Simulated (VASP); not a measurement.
MnAl15N16 (a cell with a defect):

```
Mn Al N
1.0
     6.22000    0.00000    0.00000
    -3.11000    5.38668    0.00000
     0.00000    0.00000    9.96000
Mn Al N
1 15 16
Direct
  0.32910 0.16341 0.99933
  0.32972 0.16373 0.49833
  0.33664 0.66724 0.00121
  0.33222 0.66470 0.49942
  0.83229 0.16549 0.00009
  0.83065 0.16390 0.49953
  0.83247 0.66527 0.00000
  0.83083 0.66428 0.49970
  0.16144 0.33097 0.25055
  0.16606 0.33372 0.74842
  0.16166 0.82718 0.25101
  0.16687 0.83173 0.74778
  0.66235 0.32954 0.25017
  0.66610 0.33220 0.74757
  0.66465 0.83097 0.24983
  0.66674 0.83277 0.74947
  0.32502 0.16034 0.19706
  0.33163 0.16527 0.68967
  0.33133 0.66411 0.19136
  0.33461 0.66654 0.68954
  0.82928 0.16421 0.19063
  0.83245 0.16484 0.68963
  0.82938 0.66225 0.19051
  0.83288 0.66618 0.69007
  0.16349 0.33179 0.44106
  0.16143 0.34130 0.93858
  0.16352 0.82917 0.44140
  0.16590 0.82426 0.93971
  0.66384 0.33078 0.44094
  0.67432 0.33588 0.93625
  0.66507 0.83108 0.44007
  0.66818 0.83301 0.94047
```

Base run:

- Program: VASP 6.6.1
- Functional: PBEsol
- Potentials or basis: VASP PAW PBE potentials, release 64 (Mn_pv, Al, N)
- Cutoff: 450 eV
- k mesh: 4 × 4 × 2
- Occupations: gaussian, width 0.03 eV
- Spin: collinear spin, ferromagnetic start
- Fixed moment: 2 μB
- Hubbard terms: Mn d U = 3.5 eV

Its results: net moment 2.00 μB per cell; site moments Mn +1.98; Al -0.00, +0.01, +0.00; N -0.04, -0.00, +0.00, +0.03, -0.03 μB; largest force 0.356 eV/Å.

Q: The run is repeated on the same cell with these changes: k mesh from 4 × 4 × 2 to 3 × 3 × 2; fixed moment from 2 μB to none. What comes out?

A: Net moment 4.00 μB per cell; site moments Mn +3.86; Al +0.00, +0.01; N -0.00, +0.01, +0.00, -0.07, -0.08, -0.04 μB; largest force 0.621 eV/Å.

Caveats: some runs use coarse meshes; the PAW data sets were made with another functional, which shifts forces and pressure a little; only a ferromagnetic start was run, and an antiferromagnetic order may lie lower in energy; the total moment is fixed, so each spin has its own Fermi level (some runs).
